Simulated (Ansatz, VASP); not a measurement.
## GaB4 in VASP and in Ansatz

```xyz
5
Lattice="3.7298 0.0000 0.0000 0.0000 3.7298 0.0000 0.0000 0.0000 3.7298" Properties=species:S:1:pos:R:3 pbc="T T T"
Ga    0.0000    0.0000    0.0000
B     1.2500    1.2500    1.2500
B     2.4798    2.4798    1.2500
B     1.2500    2.4798    2.4798
B     2.4798    1.2500    2.4798
```

Change from the starting cell: species swapped into the SnI4 type (P-43m, No. 215).

Alike in both runs: task relaxation of cell and atoms; functional PBE; k mesh 10 × 10 × 10; occupations gaussian, width 0.1 eV; no spin polarisation.

```csv
,VASP,Ansatz
version,VASP 6.6.1,Ansatz 0.2.0
potentials or method,"VASP PAW PBE potentials, release 64 (Ga_d, B)","scalar-relativistic, plane waves, PAW"
plane-wave cutoff (eV),600,420
valence electrons in the cell,25,25
```

|  | VASP | Ansatz | Ansatz less VASP |
| --- | --- | --- | --- |
| gap on the k mesh at the Fermi level, each at its own relaxed structure (eV) | none | none | - |
| relaxed volume (Å³/atom) | 10.35 | 10.35 | +0.003 |
| relaxed cell length with the largest relative difference (Å) | 3.727 | 3.727 | +0.0003 |

A gap of «none» marks a metal or a gap that the smearing closes.
